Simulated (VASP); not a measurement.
Data:

```
CELL_PARAMETERS angstrom
      0.00000     2.93675     2.93675
      2.93675     0.00000     2.93675
      2.93675     2.93675     0.00000
ATOMIC_POSITIONS crystal
  Cd 0.00000 0.00000 0.00000
  S  0.25000 0.25000 0.25000
```

These are r2SCAN meta-GGA, VASP's PBE PAW potentials (set 64) (plane waves; VASP) values and carry that method's errors. Numerical set-up: 480 eV cut-off, 8×8×8 Γ-centred mesh, Gaussian smearing of 0.050 eV, potentials Cd S.

Each row applies one change to this cell, which was relaxed at other settings and keeps the small stress of the first row; at a fixed cut-off the stress holds a Pulay part, so it need not integrate to ΔE exactly. Stress is in GPa, positive when the cell is compressed; gaps are those on the k-mesh, and 0.00 means metallic.

| change | ΔE (meV/atom) | σxx | σyy | σzz | largest shear component, with its sign (GPa) | gap (eV) |
|---|---|---|---|---|---|---|
| none | 0.0 | 0.41 | 0.41 | 0.41 | 0.00 | 1.54 |
| isotropic strain of +2.0 % | ? | ? | ? | ? | ? | ? |
| biaxial strain of -1.5 % in the yz plane | 7.0 | 2.26 | 2.51 | 2.51 | 0.00 | 1.60 |
| biaxial strain of -1.5 % in the xy plane | 7.0 | 2.51 | 2.51 | 2.26 | 0.00 | 1.60 |
| uniaxial strain of -4.0 % along y | ? | ? | ? | ? | ? | ? |

Task: Complete the blanks.

Result: 
- uniaxial strain of -4.0 % along y, ΔE (meV/atom): 12.6
- uniaxial strain of -4.0 % along y, σxx: 2.97
- uniaxial strain of -4.0 % along y, σyy: 3.50
- uniaxial strain of -4.0 % along y, σzz: 2.97
- uniaxial strain of -4.0 % along y, largest shear component, with its sign (GPa): 0.00
- uniaxial strain of -4.0 % along y, gap (eV): 1.56
- isotropic strain of +2.0 %, ΔE (meV/atom): 12.1
- isotropic strain of +2.0 %, σxx: -2.84
- isotropic strain of +2.0 %, σyy: -2.84
- isotropic strain of +2.0 %, σzz: -2.84
- isotropic strain of +2.0 %, largest shear component, with its sign (GPa): 0.00
- isotropic strain of +2.0 %, gap (eV): 1.40

Failed runs are left out, and for metals the shear rows, which the mesh's noise covers.

The compound is CdS in the zinc blende structure, a metastable form; wurtzite is the usual one.
